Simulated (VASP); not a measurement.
```xyz
9
Lattice="3.1843 0.0000 0.0000 -1.5921 2.7577 0.0000 0.0000 0.0000 27.8940" Properties=species:S:1:pos:R:3 pbc="T T T"
Mo     1.5364     0.9542     9.9334
Mo    -0.0257     1.8784    16.3830
Mo     0.0550     0.0103    22.9067
S     -0.0240     1.7959     5.0536
S     -0.0638     0.0480     8.4118
S      0.0417     0.0063    11.5063
S      1.6092     0.9517    14.7959
S      1.6077     0.8662    17.9400
S      0.0400     1.7621    21.3309
```

Computed with LDA (Ceperley-Alder, Perdew-Zunger), VASP's LDA PAW potentials (set 64) (plane waves; VASP 6.6.1). Numerical set-up: 300 eV cut-off, 5×5×1 Γ-centred mesh, Gaussian smearing of 0.14 eV, potentials Mo_sv S.

At this cut-off the stress carries a Pulay error, which pulls relaxed volumes low. The cell holds a wide vacuum, so values per volume refer to the whole cell.

### Question
Which forces act on the atoms, in eV/Å?

### Answer

| atom | Fx | Fy | Fz |
|---|---|---|---|
| Mo1 | 0.796 | -0.097 | 0.696 |
| Mo2 | 0.766 | -0.990 | -0.499 |
| Mo3 | -0.066 | -0.475 | -1.786 |
| S4 | 0.000 | 0.001 | 0.136 |
| S5 | 0.034 | -0.105 | -0.225 |
| S6 | -0.831 | 0.202 | -0.502 |
| S7 | -0.400 | 0.085 | 0.835 |
| S8 | -0.363 | 0.903 | -0.332 |
| S9 | 0.064 | 0.476 | 1.677 |

### Question
Give the stress tensor in GPa (positive for a compressed cell).

### Answer

```
-9.77   0.27  -0.91
 0.27  -8.99   0.65
-0.91   0.65  -5.06
```
The pressure is its mean diagonal, -7.94 GPa.

The cell is a sheet with vacuum, built from a database entry that may be metastable or hypothetical.
